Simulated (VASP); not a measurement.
**Driving VASP from ASE on Ag3O**

Do ASE scripts that read Ag3O from different structure formats give one answer, and do several routes find one equilibrium volume? All runs use PBEsol. Left out of this account: at least 1 further run (fields: a reference on another mesh). The start is a cell from a database of measured crystal structures.

Main program and level: VASP 6.6.1; PBEsol; plane waves and PAW (Ag, O).

## 1. The structure

Symmetry: P-31m, No. 162, trigonal system. The conventional cell has a = 5.318 Å, b = 5.318 Å, c = 4.951 Å, α = 90.00°, β = 90.00°, γ = 120.00°. Nearest to Ag lie 2 O at 2.29 Å. Nearest to O lie 6 Ag at 2.29 Å. Farther neighbours and most contacts between anions are not listed.

## 2. Self-consistent run (PBEsol, through ASE)

A single point through ASE, with the structure read from a POSCAR.

run.py reads:

```python
import numpy as np
from ase.calculators.vasp import Vasp
from ase.io import read
from ase.dft.bandgap import bandgap

atoms = read('structure.vasp')

calc = Vasp(
    xc='pbesol',
    pp='PBE',
    prec='Accurate',
    encut=520,
    ediff=1e-06,
    nelm=100,
    ismear=-1,
    sigma=0.05,
    lreal=False,
    algo='Normal',
    nbands=48,
    lasph=True,
    lorbit=11,
    lwave=False,
    lcharg=False,
    kpar=8,
    isif=2,
    pp_version='64',
    setups={'Ag': '', 'O': ''},
    kpts=(7, 7, 6),
    gamma=True,
    txt='vasp.out',
)
atoms.calc = calc

print("energy (eV):", round(atoms.get_potential_energy(), 6))
print("Fermi level (eV):", round(calc.get_fermi_level(), 4))
print("forces (eV/A):")
print(np.round(atoms.get_forces(), 4))
print("stress (GPa, Voigt, tension positive):", np.round(atoms.get_stress() * 160.21766, 3))
gap, p1, p2 = bandgap(calc, direct=False)
print("gap on the mesh (eV):", round(gap, 4))
```

structure.vasp reads:

```
Ag3O
1.0
    5.3180000000      0.0000000000      0.0000000000
   -2.6590000000      4.6055230973      0.0000000000
    0.0000000000      0.0000000000      4.9510000000
Ag O
6 2
Direct
    0.3108500000      0.0000000000      0.2228000000
    0.0000000000      0.3108500000      0.2228000000
    0.6891500000      0.6891500000      0.2228000000
    0.0000000000      0.6891500000      0.7772000000
    0.6891500000      0.0000000000      0.7772000000
    0.3108500000      0.3108500000      0.7772000000
    0.3333333333      0.6666666667      0.5000000000
    0.6666666667      0.3333333333      0.5000000000
```

PAW data sets: Ag and O (PBE family, release 64).

Started as:

```
$ export ASE_VASP_COMMAND="mpirun -np 8 vasp_std"
$ python run.py
```

The program printed:

```text
energy (eV): -30.709575
Fermi level (eV): 6.6275
forces (eV/A):
[[-0.0197  0.     -0.1508]
 [ 0.0098 -0.017  -0.1508]
 [ 0.0098  0.017  -0.1508]
 [-0.0098  0.017   0.1508]
 [ 0.0197 -0.      0.1508]
 [-0.0098 -0.017   0.1508]
 [-0.      0.      0.    ]
 [-0.     -0.      0.    ]]
stress (GPa, Voigt, tension positive): [ 2.959  2.959  2.736 -0.     0.     0.   ]
gap on the mesh (eV): 0.0
```

Wall time 27 s (8 MPI ranks of AMD EPYC 9R45, shared host); peak memory 2.8 GiB.

The logs omit lines about the potential files and the build; timing stands in the text.

ASE turned this into the INCAR:

```
ENCUT = 520.000000
SIGMA = 0.050000
EDIFF = 1.00e-06
ALGO = Normal
GGA = PS
PREC = Accurate
ISIF = 2
ISMEAR = -1
KPAR = 8
LORBIT = 11
NBANDS = 48
NELM = 100
LASPH = .TRUE.
LCHARG = .FALSE.
LWAVE = .FALSE.
LREAL = .FALSE.
```

ASE turned this into the KPOINTS:

```
KPOINTS created by Atomic Simulation Environment
0
Gamma
7 7 6
0 0 0
```

VASP's own log, vasp.out:

```text
[banner, memory and clock lines left out]
running    8 mpi-ranks, on    1 nodes
 distrk:  each k-point on    1 cores,    8 groups
 distr:  one band on    1 cores,    1 groups

 POSCAR found type information on POSCAR AgO
 POSCAR found :  2 types and       8 ions
|                                                                             |
|           W    W    AA    RRRRR   N    N  II  N    N   GGGG   !!!           |
|           W    W   A  A   R    R  NN   N  II  NN   N  G    G  !!!           |
|           W    W  A    A  R    R  N N  N  II  N N  N  G       !!!           |
|           W WW W  AAAAAA  RRRRR   N  N N  II  N  N N  G  GGG   !            |
|           WW  WW  A    A  R   R   N   NN  II  N   NN  G    G                |
|           W    W  A    A  R    R  N    N  II  N    N   GGGG   !!!           |
|                                                                             |
|     For optimal performance we recommend to set                             |
|       NCORE = 2 up to number-of-cores-per-socket                            |
|     NCORE specifies how many cores store one orbital (NPAR=cpu/NCORE).      |
|     This setting can greatly improve the performance of VASP for DFT.       |
|     The default, NCORE=1 might be grossly inefficient on modern             |
|     multi-core architectures or massively parallel machines. Do your        |
|     Unfortunately you need to use the default for GW and RPA                |
|     calculations (for HF NCORE is supported but not extensively tested      |
|     yet).                                                                   |
|                                                                             |

|                                                                             |
|               ----> ADVICE to this user running VASP <----                  |
|                                                                             |
|     You enforced a specific xc type in the INCAR file but a different       |
|     [... a line on the potential file left out ...]
|     I HOPE YOU KNOW WHAT YOU ARE DOING!                                     |
|                                                                             |

 LDA part: xc-table for (Slater+PW92), standard interpolation
 POSCAR, INCAR and KPOINTS ok, starting setup
 FFT: planning ... GRIDC
 FFT: planning ... GRID_SOFT
 FFT: planning ... GRID
 WAVECAR not read
 entering main loop
       N       E                     dE             d eps       ncg     rms          rms(c)
DAV:   1     0.590571115773E+03    0.59057E+03   -0.40790E+04  3840   0.163E+03
DAV:   2    -0.403127967749E+01   -0.59460E+03   -0.56351E+03  4096   0.384E+02
DAV:   3    -0.357904390639E+02   -0.31759E+02   -0.31151E+02  4360   0.893E+01
DAV:   4    -0.361582451756E+02   -0.36781E+00   -0.36758E+00  4048   0.101E+01
DAV:   5    -0.361604510946E+02   -0.22059E-02   -0.22058E-02  4368   0.768E-01    0.184E+01
DAV:   6    -0.315017687269E+02    0.46587E+01   -0.25094E+01  5384   0.398E+01    0.142E+01
DAV:   7    -0.307622482961E+02    0.73952E+00   -0.41500E+00  4392   0.139E+01    0.846E+00
DAV:   8    -0.307313118405E+02    0.30936E-01   -0.11585E+00  3968   0.488E+00    0.253E+00
DAV:   9    -0.307164627889E+02    0.14849E-01   -0.74356E-02  5624   0.174E+00    0.483E-01
DAV:  10    -0.307151776930E+02    0.12851E-02   -0.18615E-02  4520   0.886E-01    0.188E-01
DAV:  11    -0.307149609974E+02    0.21670E-03   -0.12948E-03  4096   0.177E-01    0.748E-02
DAV:  12    -0.307149427459E+02    0.18252E-04   -0.18402E-04  4200   0.687E-02    0.192E-02
DAV:  13    -0.307149410474E+02    0.16985E-05   -0.17939E-05  4040   0.236E-02    0.789E-03
DAV:  14    -0.307149410157E+02    0.31700E-07   -0.21779E-06  2976   0.100E-02
   1 F= -.30714941E+02 E0= -.30709575E+02  d E =-.107329E-01
```

OUTCAR, selected parts (step 2):

```text
ion  position               nearest neighbor table
   1  0.311  0.000  0.223-   7 2.29   8 2.29   4 2.76   6 2.76   2 2.86   3 2.86   5 2.99   2 3.18
                             3 3.18   3 3.18   2 3.18   6 3.20   4 3.20   5 3.40
   2  0.000  0.311  0.223-   8 2.29   7 2.29   5 2.76   6 2.76   3 2.86   1 2.86   4 2.99   1 3.18
                             3 3.18   3 3.18   1 3.18   5 3.20   6 3.20   4 3.40
   3  0.689  0.689  0.223-   8 2.29   7 2.29   5 2.76   4 2.76   2 2.86   1 2.86   6 2.99   1 3.18
                             2 3.18   2 3.18   1 3.18   5 3.20   4 3.20   6 3.40
   4  0.000  0.689  0.777-   7 2.29   8 2.29   1 2.76   3 2.76   6 2.86   5 2.86   2 2.99   5 3.18
                             6 3.18   6 3.18   5 3.18   1 3.20   3 3.20   2 3.40
   5  0.689  0.000  0.777-   8 2.29   7 2.29   2 2.76   3 2.76   6 2.86   4 2.86   1 2.99   4 3.18
                             6 3.18   6 3.18   4 3.18   2 3.20   3 3.20   1 3.40
   6  0.311  0.311  0.777-   7 2.29   8 2.29   1 2.76   2 2.76   4 2.86   5 2.86   3 2.99   5 3.18
                             4 3.18   4 3.18   5 3.18   1 3.20   2 3.20   3 3.40
   7  0.333  0.667  0.500-   1 2.29   4 2.29   2 2.29   5 2.29   6 2.29   3 2.29
   8  0.667  0.333  0.500-   5 2.29   2 2.29   4 2.29   1 2.29   3 2.29   6 2.29

  LATTYP: Found a hexagonal cell.
 ALAT       =     5.3180000000
 C/A-ratio  =     0.9309890936

 Subroutine GETGRP returns: Found 12 space group operations
 (whereof 12 operations were pure point group operations)

The static configuration has the point symmetry D_3d.

 Found     40 irreducible k-points:

   k-points           NKPTS =     40   k-points in BZ     NKDIM =     40   number of bands    NBANDS=     48

   dimension x,y,z NGX =    40 NGY =   40 NGZ =   40
   dimension x,y,z NGXF=    80 NGYF=   80 NGZF=   80

   ENCUT  =  520.0 eV  38.22 Ry    6.18 a.u.   9.89  9.89  9.21*2*pi/ulx,y,z

   NELECT =      78.0000    total number of electrons

 k-points in reciprocal lattice and weights: KPOINTS created by Atomic Simulation Env
   0.00000000  0.00000000  0.00000000       0.003
   0.14285714  0.00000000  0.00000000       0.020
   0.28571429  0.00000000  0.00000000       0.020
   0.42857143 -0.00000000  0.00000000       0.020
   0.14285714  0.14285714  0.00000000       0.020
   0.28571429  0.14285714  0.00000000       0.041
   0.42857143  0.14285714  0.00000000       0.020
   0.28571429  0.28571429  0.00000000       0.020
   0.00000000  0.00000000  0.16666667       0.007
[...]
0.42857143  0.14285714  0.50000000       0.020
   0.28571429  0.28571429  0.50000000       0.020

 average (electrostatic) potential at core
       1 -71.5117       2 -71.5117       3 -71.5117       4 -71.5117       5 -71.5117
       6 -71.5117       7 -68.2573       8 -68.2573

 E-fermi :   6.6275

 k-point     1 :       0.0000    0.0000    0.0000
  band No.  band energies     occupation
    ...
     34       5.0167      2.00000
     35       5.0167      2.00000
     36       5.0413      2.00000
     37       5.9139      2.00000
     38       5.9139      2.00000
     39       6.7967      0.06568
     40       8.2986      0.00000
     41      10.9302      0.00000
     42      10.9302      0.00000
     43      11.8258      0.00000
    ...

 k-point     2 :       0.1429    0.0000    0.0000
  band No.  band energies     occupation
    ...
     35       5.0534      2.00000
     36       5.1413      2.00000
     37       5.6708      2.00000
     38       5.9765      2.00000
     39       6.6055      1.21640
     40       8.3826      0.00000
     41      10.0000      0.00000
     42      10.6363      0.00000
     43      11.0271      0.00000
     44      11.7009      0.00000
    ...

 k-point     3 :       0.2857    0.0000    0.0000
  band No.  band energies     occupation
    ...
     35       5.1223      2.00000
     36       5.2990      2.00000
     37       5.5019      2.00000
     38       6.1173      1.99993
     39       6.1564      1.99984
     40       7.5360      0.00000
     41       9.3142      0.00000
     42      10.1579      0.00000
     43      10.9658      0.00000
     44      11.5859      0.00000
    ...

  Total       -2.2395341     -2.2395341     -2.0709405      0.0000000      0.0000000     -0.0000000
  in kB      -29.5902088    -29.5902088    -27.3626392      0.0000000      0.0000000     -0.0000000
  external PRESSURE =     -28.8476856 kB  Pullay stress =       0.0000000 kB

  energy-cutoff  :      520.00
  volume of cell :      121.26
      direct lattice vectors                 reciprocal lattice vectors
     5.318000000  0.000000000  0.000000000     0.188040617  0.108565301  0.000000000
    -2.659000000  4.605523097  0.000000000     0.000000000  0.217130601  0.000000000
     0.000000000  0.000000000  4.951000000     0.000000000  0.000000000  0.201979398

 POSITION                                       TOTAL-FORCE (eV/Angst)
 -----------------------------------------------------------------------------------
      1.65310      0.00000      1.10308        -0.019664      0.000000     -0.150813
     -0.82655      1.43163      1.10308         0.009832     -0.017030     -0.150813
      1.83245      3.17390      1.10308         0.009832      0.017030     -0.150813
     -1.83245      3.17390      3.84792        -0.009832      0.017030      0.150813
      3.66490      0.00000      3.84792         0.019664     -0.000000      0.150813
      0.82655      1.43163      3.84792        -0.009832     -0.017030      0.150813
     -0.00000      3.07035      2.47550        -0.000000      0.000000      0.000000
      2.65900      1.53517      2.47550        -0.000000     -0.000000      0.000000
 -----------------------------------------------------------------------------------
    total drift:                               -0.000000     -0.000000     -0.000000

  FREE ENERGIE OF THE ION-ELECTRON SYSTEM (eV)
  ---------------------------------------------------
  free  energy   TOTEN  =       -30.7149410157 eV

  energy  without entropy=      -30.7042080677  energy(sigma->0) =      -30.70957454

 total charge
# of ion       s       p       d       tot
------------------------------------------
    1        0.358   0.271   9.175   9.804
    2        0.358   0.271   9.175   9.804
    3        0.358   0.271   9.175   9.804
    4        0.358   0.271   9.175   9.804
    5        0.358   0.271   9.175   9.804
    6        0.358   0.271   9.175   9.804
    7        1.577   3.285   0.000   4.862
    8        1.577   3.285   0.000   4.862
--------------------------------------------------
tot          5.301   8.195  55.052  68.548

[... 3 further parts left out ...]
```

The PAW data sets were made with PBE, which is usual practice but a small mismatch for other functionals. At this level the cell is under a tension of 2.9 GPa, so at these settings it is away from equilibrium.

This step gave:

```yaml
scf_cycles: 14
electrons: 78
bands: 48
irreducible_k_points: 40
symmetry_operations: 12
free_energy_toten: -30.71 eV
energy_at_zero_smearing: -30.71 eV
fermi_energy: 6.628 eV
pressure: -2.885 GPa
metallic_judged_on_the_points_sampled: yes
```

Force by atom:

```
atom  x (eV/Å)  y (eV/Å)  z (eV/Å)   size
 Ag1    -0.020     0.000    -0.151  0.152
 Ag2     0.010    -0.017    -0.151  0.152
 Ag3     0.010     0.017    -0.151  0.152
 Ag4    -0.010     0.017     0.151  0.152
 Ag5     0.020     0.000     0.151  0.152
 Ag6    -0.010    -0.017     0.151  0.152
  O7     0.000     0.000     0.000  0.000
  O8     0.000     0.000     0.000  0.000
```

The pressure is -2.88 GPa and the largest force 0.152 eV/Å, so the cell is not at a minimum at these settings.

(Continued in part 2 of 4.)

[Lines on the potential files, build, host, timing and source positions are cut from VASP's logs without a mark.]

[Logs are printed without paths, hosts, clocks, repeated set-up lines and the standing remarks that a program may print on its own settings, such as how far it seeks lower states.]

[Hosts, paths, dates, database ids (printed as entryN), source tags and the programs' standing remarks are cut or masked in the printed files.]

[A measured line is paired with the nearest computed mode of its activity, which favours agreement.]

[In band tables of VASP the shares of atoms and orbitals are scaled to a sum of 1 inside the atoms' spheres.]
